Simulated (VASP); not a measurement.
Calculation: PBE GGA, VASP's PBE PAW potentials (set 64) (plane waves; VASP 6.6.1).

VASP input:

### INCAR
```
ISMEAR=0
NELM=100   # most electronic steps
PREC=Accurate
ISIF=3   # ions, shape and volume
ALGO=Normal
SIGMA=0.05   # width (eV)
LCHARG=.FALSE.
LWAVE=.FALSE.
LMAXMIX=4
LREAL=.FALSE.
ENCUT=500
LASPH=.TRUE.
SYSTEM=ZrO2
IBRION=2   # conjugate gradients
EDIFF=1E-6
GGA=PE
NSW=60   # most ionic steps
EDIFFG=-0.02   # ionic stop
```

**KPOINTS**
```
kpoints
0
G
  6 6 4
0 0 0
```

File POSCAR:
```
ZrO2
1
    3.6211143623     0.0000000000     0.0000000000
    0.0000000000     3.6211143623     0.0000000000
    0.0000000000     0.0000000000     5.2647709822
Zr O
2 4
Direct
  0.0000000000   0.0000000000   0.0000000000
  0.5000000000   0.5000000000   0.5000000000
  1.0000000000   0.5000000000   0.3041192491
  1.0000000000   0.5000000000   0.8041192491
  0.5000000000   0.0000000000   0.1958807509
  0.5000000000   0.0000000000   0.6958807509
```

POTCAR, in this order: Zr_sv O (PBE.64 set). Program: vasp_std.

### Question
What will the output report for the number of irreducible k-points (NKPTS), largest plane-wave count, number of space-group operations, FFT grid (NGX, NGY, NGZ)?

### Answer

```
Item                                          Result
--------------------------------------  ------------
number of irreducible k-points (NKPTS)            30
largest plane-wave count                        1795
number of space-group operations                  16
FFT grid (NGX, NGY, NGZ)                28 × 28 × 40
```

The structure comes from a computed database's ZrO2 entry (P4_2/nmc); how it stands against other phases isn't given here. This run relaxes it. Symmetry was kept, so distortions that lower it aren't found. The start is the result of an earlier pass.
